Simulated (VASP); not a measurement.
Method: PBEsol GGA, VASP's PBE PAW potentials (set 64) (plane waves; VASP).

VASP ran on this input.

**INCAR**
```
! general
SYSTEM  = CsAu
PREC    = Accurate
ENCUT   = 400   ! plane-wave cut-off (eV)
LREAL   = .FALSE.   ! projection in real space or not
LASPH   = .TRUE.   ! aspherical one-centre terms

! electronic loop
EDIFF   = 1E-6
NELM    = 100   ! most electronic steps
ALGO    = Normal   ! blocked Davidson
LMAXMIX = 6

! smearing
ISMEAR  = 0   ! Gaussian
SIGMA   = 0.05

! functional
GGA     = PS

! ions
IBRION  = 2   ! conjugate gradients
NSW     = 60   ! most ionic steps
ISIF    = 3   ! ions, shape and volume
EDIFFG  = -0.01

! output
LWAVE   = .FALSE.
LCHARG  = .FALSE.
```

File KPOINTS:
```
Automatic mesh
0
Gamma
6 6 6
0 0 0
```

### POSCAR
```
CsAu
1.0
  4.1710084231   0.0000000000   0.0000000000
  0.0000000000   4.1710084231   0.0000000000
  0.0000000000   0.0000000000   4.1710084231
Cs Au
1 1
Cart
  0.0000000000   0.0000000000   0.0000000000
  2.0855042115   2.0855042115   2.0855042115
```

POTCAR, in this order: Cs_sv Au (PBE.64 set). Program: vasp_std.

Unless said otherwise, spin-orbit coupling is left out, though it shifts the bands of the heavy elements here.

Question: Predict the energy per atom (σ→0), band gap (on the k-mesh).

Answer: 
| Item | Result |
|---|---|
| energy per atom (σ→0) | -2.604 eV/atom |
| band gap (on the k-mesh) | 0.77 eV |

File OSZICAR:
```
...
DAV:   6    -0.523536654533E+01    0.10805E+00   -0.30934E-01   584   0.424E+00    0.876E-01
DAV:   7    -0.521301358799E+01    0.22353E-01   -0.24954E-02   632   0.108E+00    0.464E-01
DAV:   8    -0.520847018338E+01    0.45434E-02   -0.15746E-02   632   0.890E-01    0.170E-01
DAV:   9    -0.520863587227E+01   -0.16569E-03   -0.10364E-03   608   0.230E-01    0.208E-02
DAV:  10    -0.520863798055E+01   -0.21083E-05   -0.29697E-05   650   0.411E-02    0.106E-02
DAV:  11    -0.520864160138E+01   -0.36208E-05   -0.87399E-06   602   0.197E-02    0.211E-03
DAV:  12    -0.520864173419E+01   -0.13281E-06   -0.11520E-06   436   0.668E-03
   1 F= -.52086417E+01 E0= -.52086417E+01  d E =-.520864E+01
```

The structure comes from a computed database's CsAu entry (Pm-3m); how it stands against other phases isn't given here. It was relaxed first, which changed the volume by -8 %. The start is the result of an earlier pass.
